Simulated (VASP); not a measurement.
Computed with PBE GGA with D3 dispersion (zero damping), VASP's PBE PAW potentials (set 64) (plane waves; VASP).

A VASP calculation is set up with these files.

File POSCAR:
```
KZnF3
1
    4.0354927088     0.0000000000     0.0000000000
    0.0000000000     4.0354927088     0.0000000000
    0.0000000000     0.0000000000     4.0354927088
K Zn F
1 1 3
Direct
  0.0000000000   0.0000000000   0.0000000000
  0.5000000000   0.5000000000   0.5000000000
  0.5000000000   0.0000000000   0.5000000000
  0.0000000000   0.5000000000   0.5000000000
  0.5000000000   0.5000000000   0.0000000000
```

### INCAR
```
# general
SYSTEM =KZnF3
PREC   =Accurate
ENCUT  =520
LREAL  =.False.
LASPH  =.True.

# electronic loop
EDIFF  =1E-7
NELM   =100
ALGO   =Normal
LMAXMIX=4

# smearing
ISMEAR =0
SIGMA  =0.05

# functional
GGA    =PE
IVDW   =11

# ions
ISIF   =2

# output
LWAVE  =.False.
LCHARG =.False.
```

File KPOINTS:
```
Automatic mesh
0
G
6 6 6
```

POTCAR, in this order: K_sv Zn F (PBE.64 set). Program: vasp_std.

The run wrote:

OSZICAR:
```
       N       E                     dE             d eps       ncg     rms          rms(c)
DAV:   1     0.442944901319E+03    0.44294E+03   -0.22914E+04  1008   0.204E+03
DAV:   2     0.109195637774E+02   -0.43203E+03   -0.42224E+03  1200   0.490E+02
DAV:   3    -0.217030402618E+02   -0.32623E+02   -0.32517E+02  1212   0.149E+02
DAV:   4    -0.224634948728E+02   -0.76045E+00   -0.75962E+00  1640   0.203E+01
DAV:   5    -0.224697417924E+02   -0.62469E-02   -0.62405E-02  1288   0.154E+00    0.121E+01
DAV:   6    -0.201965377404E+02    0.22732E+01   -0.83038E+00  1464   0.400E+01    0.755E+00
DAV:   7    -0.202603812818E+02   -0.63844E-01   -0.14793E+00  1055   0.856E+00    0.480E+00
DAV:   8    -0.202778392162E+02   -0.17458E-01   -0.57361E-01  1325   0.167E+01    0.162E+00
DAV:   9    -0.202452915495E+02    0.32548E-01   -0.83504E-02  1544   0.855E+00    0.736E-01
DAV:  10    -0.202397404727E+02    0.55511E-02   -0.10905E-01  1446   0.871E+00    0.331E-01
DAV:  11    -0.202392619664E+02    0.47851E-03   -0.17645E-02  1417   0.174E+00    0.113E-01
DAV:  12    -0.202393561699E+02   -0.94203E-04   -0.75401E-04  1102   0.214E-01    0.110E-01
DAV:  13    -0.202393565568E+02   -0.38690E-06   -0.10552E-05  1679   0.288E-02    0.109E-01
DAV:  14    -0.202392851595E+02    0.71397E-04   -0.73534E-04  1188   0.110E+00    0.716E-02
DAV:  15    -0.202393860221E+02   -0.10086E-03   -0.19617E-04  1395   0.275E-01    0.977E-02
DAV:  16    -0.202393107766E+02    0.75245E-04   -0.11147E-04  1174   0.102E-01    0.665E-02
DAV:  17    -0.202392699058E+02    0.40871E-04   -0.51132E-05  1313   0.163E-01    0.417E-02
DAV:  18    -0.202392473662E+02    0.22540E-04   -0.60105E-05  1324   0.159E-01    0.156E-02
DAV:  19    -0.202392451573E+02    0.22088E-05   -0.12736E-05  1486   0.488E-02    0.695E-03
DAV:  20    -0.202392450682E+02    0.89100E-07   -0.11120E-06  1078   0.687E-03    0.629E-03
DAV:  21    -0.202392450496E+02    0.18566E-07   -0.10824E-07   569   0.132E-02
   1 F= -.21089924E+02 E0= -.21089924E+02  d E =-.347403E-13
```

**OUTCAR**
```
------------------------ aborting loop because EDIFF is reached ----------------------------------------
 Edisp (eV)   -0.85068
  FORCE on cell =-STRESS in cart. coord.  units (eV):
  Direction    XX          YY          ZZ          XY          YZ          ZX
  --------------------------------------------------------------------------------------
  Total       2.12647     2.12647     2.12647    -0.00000    -0.00000    -0.00000
  in kB      51.84175    51.84175    51.84175    -0.00000    -0.00000    -0.00000
  external pressure =       51.84 kB  Pullay stress =        0.00 kB
  volume of cell :       65.72
      direct lattice vectors                 reciprocal lattice vectors
     4.035492709  0.000000000  0.000000000     0.247801216  0.000000000  0.000000000
     0.000000000  4.035492709  0.000000000     0.000000000  0.247801216  0.000000000
     0.000000000  0.000000000  4.035492709     0.000000000  0.000000000  0.247801216
 POSITION                                       TOTAL-FORCE (eV/Angst)
 -----------------------------------------------------------------------------------
      0.00000      0.00000      0.00000         0.000000      0.000000      0.000000
      2.01775      2.01775      2.01775         0.000000      0.000000      0.000000
      2.01775      0.00000      2.01775         0.000000      0.000000      0.000000
      0.00000      2.01775      2.01775         0.000000      0.000000      0.000000
      2.01775      2.01775      0.00000         0.000000      0.000000      0.000000
 -----------------------------------------------------------------------------------
    total drift:                                0.000000      0.000000     -0.000000
  FREE ENERGIE OF THE ION-ELECTRON SYSTEM (eV)
  ---------------------------------------------------
  free  energy   TOTEN  =       -21.0899236266 eV

  energy  without entropy=      -21.0899236266  energy(sigma->0) =      -21.08992363
```
(Selected blocks of OUTCAR.)

### OUTCAR
```
 val. band max:       -0.6421944247   @ k =   0.5000   0.5000   0.5000

 cond. band min:       3.1767536443   @ k =   0.0000   0.0000   0.0000


 Fermi energy:        -0.3941080762

 k-point     1 :       0.0000    0.0000    0.0000
  band No.  band energies     occupation
      1     -27.7802      2.00000
      2     -22.3474      2.00000
      3     -21.7057      2.00000
      4     -21.7057      2.00000
      5     -11.2679      2.00000
      6     -11.2679      2.00000
      7     -11.2679      2.00000
      8      -4.8856      2.00000
      9      -4.8856      2.00000
     10      -4.8856      2.00000
     11      -4.0561      2.00000
     12      -4.0561      2.00000
     13      -4.0561      2.00000
     14      -3.7017      2.00000
     15      -3.7017      2.00000
     16      -2.7794      2.00000
     17      -2.7794      2.00000
     18      -2.7794      2.00000
     19      -2.5618      2.00000
     20      -2.5618      2.00000
     21      -2.5618      2.00000
     22       3.1768      0.00000
     23       8.0057      0.00000
     24       8.0057      0.00000
     25       8.7890      0.00000

 k-point     2 :       0.1667    0.0000    0.0000
  band No.  band energies     occupation
      1     -27.7743      2.00000
      2     -22.3139      2.00000
      3     -21.7364      2.00000
      4     -21.7040      2.00000
      5     -11.2668      2.00000
      6     -11.2562      2.00000
      7     -11.2562      2.00000
      8      -5.3665      2.00000
      9      -4.8693      2.00000
     10      -4.8693      2.00000
     11      -4.1641      2.00000
     12      -4.1641      2.00000
     13      -4.0550      2.00000
     14      -3.7015      2.00000
     15      -3.4910      2.00000
     16      -2.8356      2.00000
     17      -2.7401      2.00000
     18      -2.7401      2.00000
     19      -2.5384      2.00000
     20      -2.5384      2.00000
     21      -2.5382      2.00000
     22       3.7186      0.00000
     23       8.2153      0.00000
...
```

The compound is KZnF3 in the cubic perovskite structure. This cell is one point of a volume scan, at 0.94 of the reference volume.
